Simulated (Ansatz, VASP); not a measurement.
## Bi2Se3 (Paraguanajuatite) in two plane-wave programs

Wanted: the spread between two codes on one cell, functional and k mesh. The cell is taken from a series of VASP runs on this material, whose earlier steps may have relaxed, scaled or displaced it; both programs get it as it stands. Other levels of theory on this material are compared in a session of their own.

Method: plane waves, with VASP 6.6.1 beside it; single point at PBEsol, in Ansatz 0.2.0.

## (1) Starting point

The structure is trigonal, space group R-3m (No. 166). Conventional cell: a = 4.129 Å, b = 4.129 Å, c = 28.557 Å, α = 90.00°, β = 90.00°, γ = 120.00°. Nearest to Bi lie 6 Se at 2.86 to 3.06 Å. Se has 6 Bi at 3.06 Å nearest. Nearest to Se lie 3 Bi at 2.86 Å. Farther neighbours and most contacts between anions are not listed.

Coordinates:

```xyz
5
Lattice="2.0646 1.1920 9.5191 -2.0646 1.1920 9.5191 0.0000 -2.3840 9.5191" Properties=species:S:1:pos:R:3 pbc="T T T"
Bi    0.0000    0.0000   11.4296
Bi    0.0000    0.0000   17.1276
Se    0.0000    0.0000    0.0000
Se    0.0000    0.0000    6.0360
Se    0.0000    0.0000   22.5212
```

## (2) VASP: single point, PBEsol

A single point gives forces, pressure and levels at one fixed geometry, so differences don't come from the geometry; what else differs is listed under the comparison.

Lines of VASP's logs that name or quote its potential files are left out, and so is its time.

Contents of INCAR:

```
SYSTEM = Bi2Se3
PREC = Accurate
ENCUT = 400
EDIFF = 1E-06
NELM = 100
ISMEAR = 0
SIGMA = 0.05
LREAL = .FALSE.
ALGO = Normal
GGA = PS
NBANDS = 30
LORBIT = 11
LWAVE = .FALSE.
LCHARG = .TRUE.
ISIF = 2
LELF = .TRUE.
LVHAR = .TRUE.
```

Contents of POSCAR:

```
Bi2Se3
1.0
    2.0646299843      1.1920146772      9.5190895912
   -2.0646299843      1.1920146772      9.5190895912
    0.0000000000     -2.3840293544      9.5190895912
Bi Se
2 3
Direct
    0.4002354386      0.4002354386      0.4002354386
    0.5997645614      0.5997645614      0.5997645614
    0.0000000000      0.0000000000      0.0000000000
    0.2113660863      0.2113660863      0.2113660863
    0.7886339137      0.7886339137      0.7886339137
```

Contents of KPOINTS:

```
Automatic mesh
0
Gamma
6 6 6
0 0 0
```

Potentials, in the order of the species: Bi_d and Se (PBE family, release 64).

Command:

```bash
$ mpirun -np 4 vasp_std
```

Numbers of over 12 decimals in the logs are rounded to 6 here.

Log:

```text
[banner, memory and clock lines left out]
running    4 mpi-ranks, on    1 nodes
 distrk:  each k-point on    4 cores,    1 groups
 distr:  one band on    1 cores,    4 groups

 POSCAR found type information on POSCAR BiSe
 POSCAR found :  2 types and       5 ions
|                                                                             |
|               ----> ADVICE to this user running VASP <----                  |
|                                                                             |
|     You enforced a specific xc type in the INCAR file but a different       |
|     [... a line on the potential file left out ...]
|     I HOPE YOU KNOW WHAT YOU ARE DOING!                                     |
|                                                                             |

 LDA part: xc-table for (Slater+PW92), standard interpolation
|                                                                             |
|           W    W    AA    RRRRR   N    N  II  N    N   GGGG   !!!           |
|           W    W   A  A   R    R  NN   N  II  NN   N  G    G  !!!           |
|           W    W  A    A  R    R  N N  N  II  N N  N  G       !!!           |
|           W WW W  AAAAAA  RRRRR   N  N N  II  N  N N  G  GGG   !            |
|           WW  WW  A    A  R   R   N   NN  II  N   NN  G    G                |
|           W    W  A    A  R    R  N    N  II  N    N   GGGG   !!!           |
|                                                                             |
|     The number of bands has been changed from the values supplied in        |
|     The orbitals not found in the WAVECAR file will be initialized with     |
|     random numbers, which is usually adequate. For correlated               |
|     calculations, however, you should redo the groundstate calculation.     |
|     I found NBANDS = 30. Now, NBANDS = 32.                                  |
|                                                                             |

 POSCAR, INCAR and KPOINTS ok, starting setup
 FFT: planning ... GRIDC
 FFT: planning ... GRID_SOFT
 FFT: planning ... GRID
 WAVECAR not read
 entering main loop
       N       E                     dE             d eps       ncg     rms          rms(c)
DAV:   1     0.421720946846E+03    0.42172E+03   -0.19856E+04  2048   0.129E+03
DAV:   2     0.244443866687E+02   -0.39728E+03   -0.38047E+03  2144   0.367E+02
DAV:   3    -0.209997923152E+02   -0.45444E+02   -0.43409E+02  2664   0.137E+02
DAV:   4    -0.227145761576E+02   -0.17148E+01   -0.17094E+01  2304   0.291E+01
DAV:   5    -0.227724654424E+02   -0.57889E-01   -0.57883E-01  2912   0.519E+00    0.508E+00
DAV:   6    -0.220550080684E+02    0.71746E+00   -0.91434E-01  2864   0.715E+00    0.318E+00
DAV:   7    -0.220503023006E+02    0.47058E-02   -0.31143E-01  2296   0.235E+00    0.165E+00
DAV:   8    -0.220512101506E+02   -0.90785E-03   -0.41740E-02  2664   0.102E+00    0.508E-01
DAV:   9    -0.220507736763E+02    0.43647E-03   -0.17735E-03  2608   0.400E-01    0.117E-01
DAV:  10    -0.220508665391E+02   -0.92863E-04   -0.10352E-03  2320   0.156E-01    0.524E-02
DAV:  11    -0.220508802051E+02   -0.13666E-04   -0.92771E-05  2456   0.584E-02    0.301E-02
DAV:  12    -0.220508932195E+02   -0.13014E-04   -0.29621E-05  2048   0.261E-02    0.630E-03
DAV:  13    -0.220508935327E+02   -0.31328E-06   -0.26896E-06  2000   0.140E-02
   1 F= -.22050894E+02 E0= -.22050856E+02  d E =-.742584E-04
```

Parts of OUTCAR (step 2):

```text
ion  position               nearest neighbor table
   1  0.400  0.400  0.400-   5 2.86   5 2.86   5 2.86   3 3.06   3 3.06   3 3.06
   2  0.600  0.600  0.600-   4 2.86   4 2.86   4 2.86   3 3.06   3 3.06   3 3.06
   3  0.000  0.000  0.000-   2 3.06   1 3.06   2 3.06   2 3.06   1 3.06   1 3.06
   4  0.211  0.211  0.211-   2 2.86   2 2.86   2 2.86
   5  0.789  0.789  0.789-   1 2.86   1 2.86   1 2.86

  LATTYP: Found a trigonal (rhomboedric) cell.
 ALAT       =     9.8130862937
 COS(alpha) =     0.9114673997

 Subroutine GETGRP returns: Found 12 space group operations
 (whereof 12 operations were pure point group operations)

The static configuration has the point symmetry D_3d.

 Found     32 irreducible k-points:

   k-points           NKPTS =     32   k-points in BZ     NKDIM =     32   number of bands    NBANDS=     32

   dimension x,y,z NGX =    64 NGY =   64 NGZ =   64
   dimension x,y,z NGXF=   128 NGYF=  128 NGZF=  128

   ENCUT  =  400.0 eV  29.40 Ry    5.42 a.u.  16.00 16.00 16.00*2*pi/ulx,y,z

   NELECT =      48.0000    total number of electrons

 k-points in reciprocal lattice and weights: Automatic mesh
   0.00000000  0.00000000  0.00000000       0.005
   0.16666667  0.00000000 -0.00000000       0.028
   0.33333333  0.00000000 -0.00000000       0.028
   0.50000000 -0.00000000 -0.00000000       0.014
   0.16666667  0.16666667 -0.00000000       0.028
   0.33333333  0.16666667 -0.00000000       0.056
   0.50000000  0.16666667 -0.00000000       0.056
  -0.33333333  0.16666667  0.00000000       0.056
  -0.16666667  0.16666667  0.00000000       0.028
[...]
-0.33333333  0.50000000  0.33333333       0.028
   0.50000000  0.50000000  0.50000000       0.005

 average (electrostatic) potential at core
       1-106.0063       2-106.0063       3 -52.9412       4 -53.0304       5 -53.0304

 E-fermi :   5.0142

 k-point     1 :       0.0000    0.0000    0.0000
  band No.  band energies     occupation
    ...
     20       3.1009      2.00000
     21       3.1009      2.00000
     22       3.7223      2.00000
     23       3.7223      2.00000
     24       4.9582      1.88727
     25       5.0703      0.11273
     26       6.2710      0.00000
     27       6.2710      0.00000
     28       7.0403      0.00000
     29       7.6556      0.00000
    ...

 k-point     2 :       0.1667    0.0000   -0.0000
  band No.  band energies     occupation
    ...
     20       3.0088      2.00000
     21       3.5968      2.00000
     22       3.6109      2.00000
     23       3.8198      2.00000
     24       4.2520      2.00000
     25       6.2779      0.00000
     26       6.6641      0.00000
     27       6.9702      0.00000
     28       7.1161      0.00000
     29       7.6789      0.00000
    ...

 k-point     3 :       0.3333    0.0000   -0.0000
  band No.  band energies     occupation
    ...
     20       2.2284      2.00000
     21       2.4577      2.00000
     22       3.4346      2.00000
     23       3.6958      2.00000
     24       4.3644      2.00000
     25       5.9080      0.00000
     26       6.9341      0.00000
     27       7.2410      0.00000
     28       7.9779      0.00000
     29       8.6187      0.00000
    ...

  Total       -0.0006729     -0.0006729     -0.0223791      0.0000000     -0.0000000      0.0000000
  in kB       -0.0076702     -0.0076702     -0.2550833      0.0000000     -0.0000000      0.0000000
  external PRESSURE =      -0.0901413 kB  Pullay stress =       0.0000000 kB

  energy-cutoff  :      400.00
  volume of cell :      140.56
      direct lattice vectors                 reciprocal lattice vectors
     2.064629984  1.192014677  9.519089591     0.242174144  0.139819307  0.035017354
    -2.064629984  1.192014677  9.519089591    -0.242174144  0.139819307  0.035017354
     0.000000000 -2.384029354  9.519089591     0.000000000 -0.279638615  0.035017354

 POSITION                                       TOTAL-FORCE (eV/Angst)
 -----------------------------------------------------------------------------------
      0.00000      0.00000     11.42963         0.000000      0.000000      0.007581
      0.00000      0.00000     17.12764         0.000000      0.000000     -0.007581
      0.00000      0.00000      0.00000         0.000000     -0.000000      0.000000
      0.00000      0.00000      6.03604         0.000000     -0.000000     -0.009230
      0.00000      0.00000     22.52123         0.000000     -0.000000      0.009230
 -----------------------------------------------------------------------------------
    total drift:                               -0.000000     -0.000000      0.000000

  FREE ENERGIE OF THE ION-ELECTRON SYSTEM (eV)
  ---------------------------------------------------
  free  energy   TOTEN  =       -22.0508935327 eV

  energy  without entropy=      -22.0508192743  energy(sigma->0) =      -22.05085640

 total charge
# of ion       s       p       d       tot
------------------------------------------
    1        1.610   1.074   9.963  12.648
    2        1.610   1.074   9.963  12.648
    3        1.475   2.310   0.023   3.808
    4        1.494   2.248   0.023   3.765
    5        1.494   2.248   0.023   3.765
--------------------------------------------------
tot          7.682   8.955  19.996  36.633

[... 3 further parts left out ...]
```

The run ends at a pressure of -0.01 GPa, with forces up to 0.0092 eV/Å.

## (3) Ansatz: single point, PBEsol

Ansatz runs on its default PAW (the set named soft_2) files.

The same cell, functional, mesh and smearing now go to Ansatz, which takes its cutoff from its data sets.

Contents of input.yaml:

```yaml
crystal:
  lattice:
    - [2.0646299843, 1.1920146772, 9.5190895912]
    - [-2.0646299843, 1.1920146772, 9.5190895912]
    - [0.0, -2.3840293544, 9.5190895912]
  atoms:
    - { symbol: Bi, position: [0.4002354386, 0.4002354386, 0.4002354386] }
    - { symbol: Bi, position: [0.5997645614, 0.5997645614, 0.5997645614] }
    - { symbol: Se, position: [0.0, 0.0, 0.0] }
    - { symbol: Se, position: [0.2113660863, 0.2113660863, 0.2113660863] }
    - { symbol: Se, position: [0.7886339137, 0.7886339137, 0.7886339137] }
hamiltonian:
  xc: pbesol
  pseudopotentials: { kind: paw }
kpoints:
  mp_grid: { grid: [6, 6, 6] }
scf:
  occupations: { method: gaussian, width: 0.05 }
  n_extra_bands: 5
output:
  forces: true
  stress: true
  eigenvalues: true
  write_density: true
  write_potential: true
  elf: true
  volumetric_format: npy
```

Command:

```bash
$ ansatz run input.yaml --threads 2 --pin off --max-ram 4608MiB --backend cpu --events-out ev --progress --plain --runs-dir out
```

Log:

```text
basis.fft_grid_basis auto: the FFT boxes are laid along the combinations [[1, -1, 0], [0, 1, 0], [0, -1, 1]] of the cell's own vectors, 4.129, 9.813 and 4.129 Å long. The dense box has 30×72×30 points. Along the cell's own vectors, as sized, it would have 72×72×72, 5.76 times as many. Of the 12 symmetry operations that the crystal satisfies within crystal.symmetry.tolerance (time reversal apart; of a slab, those that [...]
scf.n_extra_bands = 5 over 39 filled bands (N_el = 78.0): the run solves 44 bands
Engine: ansatz 0.2.0, aarch64-unknown-linux-gnu
Pseudopotentials: kind: paw
Pseudopotential: Bi, paw, valence charge 15, recommended cutoff 420 eV (normal), Bi.paw.azcp
Pseudopotential: Se, paw, valence charge 16, recommended cutoff 420 eV (normal), Se.paw.azcp
Functional definition: PBEsol
  exchange = pbesol_x
  correlation = pbesol_c
Crystal: 5 atoms, lattice volume = 140.563 Å³
Basis set: ecut = 420 eV, 2731 PW (Γ), FFT grids on a1−a2, a2, −a2+a3, exchange–correlation on 60×144×60 points (8 copies of the dense FFT grid, shifted against one another)
Bands: 44, of which v1, the nominal top of the filled ones, is band 39 counted from 1 (38 counted from 0)
Symmetry: 12 space group operations
Space group: R-3m (ITA 166), of the structure as read, at distance tolerance 5.2e-5 Å
k-points: 32 of 216
Non-local potential: Bi, projectors of the file, l = 0: 2, l = 1: 2, l = 2: 2, l = 3: 2
Non-local potential: Se, projectors of the file, l = 0: 2, l = 1: 2, l = 2: 3, l = 3: 1
PAW form: soft (Blöchl's): semilocal exchange-correlation on the pseudo side does not see the compensation charge
PAW frozen core: Bi, regenerated for the run's functional, and the local potential with it (the file was generated under x = pbe(κ = 0.804, μ = 0.219515), c = pbe(β = 0.066725))
PAW frozen core: Se, regenerated for the run's functional, and the local potential with it (the file was generated under x = pbe(κ = 0.804, μ = 0.219515), c = pbe(β = 0.066725))
PAW one-centre angular grid: Bi, 590 points (default); XC on 64 Gauss nodes
PAW one-centre angular grid: Se, 590 points (default); XC on 64 Gauss nodes
Initial density: superposition of atomic densities (neutral atoms: chi_scale 0, normalization atom), corrected by the library's trained network
Initial wavefunctions: pseudopotential atomic-orbital guess
Functional: x = pbesol(κ = 0.804, μ = 0.123457), c = pbesol(β = 0.046)
SCF iter   1: F=—  HF=-40758.527726 eV  |F-HF|=—  |Δ(HF+E_count)|=         —  Δρ=3.22e-3  dr2=4.20e-2  ethr=1.77e-3  ⟨swp⟩=6.9  Hψ=5263  notcnv=0
preconditioner: auto → Resta (q_TF=auto, 2.473 Å⁻¹)  ε∞=4.9  [insulator: Δε(μ)=0.058 eV  Ē_g=8.388 eV  σ=0.050 eV  W_gap=0.59  n_scr=36 (ndim 8)  ℏωp=16.6 eV  f_vac=0.031  D(μ)=0.15/eV (n_scr^D=0)  ε∞_Penn≈4.9]
SCF iter   2: F=—  HF=-40758.518760 eV  |F-HF|=—  |Δ(HF+E_count)|=   8.97e-3  Δρ=1.32e-3  dr2=4.44e-3  ethr=5.39e-5  ⟨swp⟩=2.4  Hψ=2170  notcnv=0  defer=31
SCF iter   3: F=—  HF=-40758.518191 eV  |F-HF|=—  |Δ(HF+E_count)|=   5.69e-4  Δρ=6.80e-4  dr2=8.90e-4  ethr=5.70e-6  ⟨swp⟩=2.1  Hψ=1655  notcnv=0  defer=31
SCF iter   4: F=—  HF=-40758.518148 eV  |F-HF|=—  |Δ(HF+E_count)|=   4.34e-5  Δρ=2.35e-4  dr2=9.13e-5  ethr=1.14e-6  ⟨swp⟩=2.2  Hψ=2243  notcnv=0  defer=31
SCF iter   5: F=—  HF=-40758.518156 eV  |F-HF|=—  |Δ(HF+E_count)|=   8.23e-6  Δρ=8.95e-5  dr2=1.28e-5  ethr=1.17e-7  ⟨swp⟩=2.2  Hψ=2364  notcnv=0  defer=31
SCF iter   6: F=—  HF=-40758.518165 eV  |F-HF|=—  |Δ(HF+E_count)|=   8.63e-6  Δρ=2.26e-5  dr2=1.07e-6  ethr=1.65e-8  ⟨swp⟩=2.0  Hψ=2521  notcnv=0  defer=31
SCF iter   7: F=—  HF=-40758.518165 eV  |F-HF|=—  |Δ(HF+E_count)|=   6.74e-7  Δρ=9.78e-6  dr2=1.68e-7  ethr=1.38e-9  ⟨swp⟩=2.0  Hψ=2625  notcnv=0  defer=31
SCF iter   8: F=-40758.518166 eV  HF=-40758.518166 eV  |F-HF|=8.39e-9  |Δ(HF+E_count)|=   1.95e-7  Δρ=2.28e-6  dr2=7.97e-9  ethr=1.28e-10  ⟨swp⟩=13.2  Hψ=10864  notcnv=0
SCF 1 converged in 8 iterations: F = -40758.518166 eV  dr2 = 7.97e-9
  greatest PAW one-centre occupation: 1.000 electrons in one spin orbital (limit 2), on the Se atom at site 4 (counted from 0), in its partial waves of l = 2
SCF converged after 8 iterations
Free energy (F): -40758.518166 eV
Harris-Foulkes:  -40758.518166 eV  (|F-HF|=8.39e-9)
Internal energy: -40758.518096 eV  (E = F + TS)
E sigma→0 (E₀):  -40758.518131 eV
Entropy (-TS):   -0.000069 eV (-0.014 meV/atom)
Fermi energy:    9.161223 eV
--- Per-component energies (eV) ---
  E_band       = -1340.980358
  E_kinetic    = 957.805974
  E_local      = -10320.758287  (includes V_loc(G=0)·N_el)
  E_nonlocal   = -650.052451
  E_hartree    = 4588.257606
  E_xc         = -611.686131
  E_vxc        = -583.648490  (∫ρ·V_xc dr)
  E_paw        = -26621.694893  (= ΣΔE_a)
  E_vpaw       = 79.160566  (= ΣTr[D̂ρ^β])
  E_aug_tail   = -0.002723  (compensation charges beyond the density's cutoff)
  E_ewald      = -8103.592047
  E_core_change = 3.204856  (= ΣΔE_core)
  E_smearing   = -0.000069  (= −TS)
  E_closure    = 0.000000  (closes the sum)
  Σ components = -40758.518166   (vs F -40758.518166, Δ=0.00e0)
--- Forces (eV/Å), atoms counted from 1 ---
  atom   1  Bi     0.00000000     0.00000000     0.01941068
  atom   2  Bi    -0.00000000    -0.00000000    -0.01941068
  atom   3  Se     0.00000000     0.00000000     0.00000000
  atom   4  Se     0.00000000     0.00000000     0.00809504
  atom   5  Se     0.00000000    -0.00000000    -0.00809504
  max |Σ_I F_I| component: 1.73e-18 eV/Å
--- Stress (GPa, compression-positive) ---
       -0.013755       0.000000       0.000000
        0.000000      -0.013755      -0.000000
        0.000000      -0.000000      -0.034866
  P = ⅓ Tr σ = -0.0208 GPa (-0.208 kbar)
--- Band table (eV; the first three rows and the last of 32) ---
  k-point 0: bands = [... 35 lower, 7.2466, 7.8664, 7.8664, 9.1036, 9.2188, 10.4196, 10.4196, 11.1889, ... 1 higher]
  k-point 1: bands = [... 35 lower, 7.7404, 7.7600, 7.9597, 8.3969, 10.4287, 10.8138, 11.1170, 11.2635, ... 1 higher]
  k-point 2: bands = [... 35 lower, 6.6042, 7.5781, 7.8396, 8.5105, 10.0578, 11.0805, 11.3901, 12.1254, ... 1 higher]
  k-point 31: bands = [... 35 lower, 7.5409, 7.6537, 7.6537, 8.5557, 9.7305, 10.7387, 10.7387, 11.0980, ... 1 higher]
```

Elapsed: 7 s, on 2 threads of Arm Neoverse V2, shared host; peak memory 0.49 GiB; 14 s of CPU time.

The run ends at a pressure of -0.02 GPa, with forces up to 0.019 eV/Å.

## (4) Comparison

Known differences besides the potentials themselves: the data sets hold 78 valence electrons in Ansatz (default PAW (the set named soft_2) files) and 48 in VASP; the cutoff is 420 eV in Ansatz and 400 eV in VASP; Ansatz makes its cores anew for this functional, VASP keeps those of its PBE data sets; VASP leaves aspherical gradient terms in its spheres out (LASPH is not set), Ansatz keeps them. Total energies have different zeros and are not compared.

Compared:

```
              quantity  Ansatz   VASP  difference
        pressure (GPa)   -0.02  -0.01       -0.01
gap on the k mesh (eV)   0.115  0.112      +0.003
```

At this near-relaxed geometry the largest component of a force difference is 17 meV/Å. A gap on the mesh is an upper bound, since the band edges may lie between its points; neither run holds spin-orbit coupling, which can move the band edges of a compound of Bi. Ansatz's pressure holds a Pulay correction of 0.02 GPa; VASP's holds none.

## (5) Outcome

| Quantity | Value |
| --- | --- |
| difference in gap on the k mesh (single point, PBEsol) | 0.0031 eV |
| r.m.s. force difference (single point, PBEsol) | 7.7 meV/Å |

In words: The r.m.s. force difference is 7.7 meV/Å (single point, PBEsol), within the 12 meV/Å picked in this series as the mark of a large difference. 3 further runs of this series are not shown here. How closely two codes agree says nothing of how well the functional describes the real material.

[Lines on the potential files, build, host, timing and source positions are cut from VASP's logs without a mark.]

[Logs are printed without paths, hosts, clocks, repeated set-up lines and the standing remarks that a program may print on its own settings, such as how far it seeks lower states.]

[Hosts, paths, dates, database ids (printed as entryN), source tags and the programs' standing remarks are cut or masked in the printed files.]
